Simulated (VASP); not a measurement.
All values below come from LDA (Ceperley-Alder, Perdew-Zunger), VASP's LDA PAW potentials (set 64) (plane waves; VASP 6.6.1).

A VASP calculation is set up with these files.

**POSCAR**
```
HfO2
1.0
  0.0000000000   2.4900318630   2.4900318630
  2.4900318630   0.0000000000   2.4900318630
  2.4900318630   2.4900318630   0.0000000000
Hf O
1 2
Cartesian
  0.0000000000   0.0000000000   0.0000000000
  1.2450159315   1.2450159315   1.2450159315
  3.7350477945   3.7350477945   3.7350477945
```

### KPOINTS
```
Automatic
0
Gamma
  8 8 8
0 0 0
```

**INCAR**
```
SYSTEM = HfO2
PREC = Accurate
ENCUT = 620
EDIFF = 1E-6
NELM = 100
ALGO = Normal
LREAL = .FALSE.
LASPH = .TRUE.
ISMEAR = 0
SIGMA = 0.05
LMAXMIX = 6
LWAVE = .FALSE.
LCHARG = .FALSE.
IBRION = 2
ISIF = 3
NSW = 40
EDIFFG = -0.02
PSTRESS = 50
```

POTCAR, in this order: Hf_pv O (LDA.64 set). Program: vasp_std.

Unless said otherwise, spin-orbit coupling is left out, though it shifts the bands of the heavy elements here.

**Question.** Predict the energy per atom (σ→0), volume per atom, band gap (on the k-mesh).

**Answer.** 
| Property | Result |
|---|---|
| energy per atom (σ→0) | -11.024 eV/atom |
| band gap (on the k-mesh) | 3.78 eV |
| volume per atom | 10.12 Å³/atom |

OSZICAR:
```
...
DAV:   1    -0.331692493880E+02   -0.15353E+00   -0.24573E+00   975   0.154E+01    0.556E+00
DAV:   2    -0.330869829286E+02    0.82266E-01   -0.37160E-01   940   0.476E+00    0.183E+00
DAV:   3    -0.330742038084E+02    0.12779E-01   -0.19361E-02  1045   0.127E+00    0.122E+00
DAV:   4    -0.330715081202E+02    0.26957E-02   -0.94054E-03  1080   0.850E-01    0.813E-01
DAV:   5    -0.330714637156E+02    0.44405E-04   -0.44652E-04  1087   0.166E-01    0.785E-02
DAV:   6    -0.330714596602E+02    0.40554E-05   -0.14610E-05   982   0.354E-02    0.361E-02
DAV:   7    -0.330714591846E+02    0.47564E-06   -0.22848E-06  1050   0.125E-02
   3 F= -.32123639E+02 E0= -.32123639E+02  d E =-.809238E-02
```

The compound is HfO2 in the fluorite structure, the high-temperature cubic form, which is unstable at 0 K; the monoclinic form is the stable one. This run relaxes it under an external pressure of 5 GPa. Symmetry was kept, so distortions that lower it aren't found.
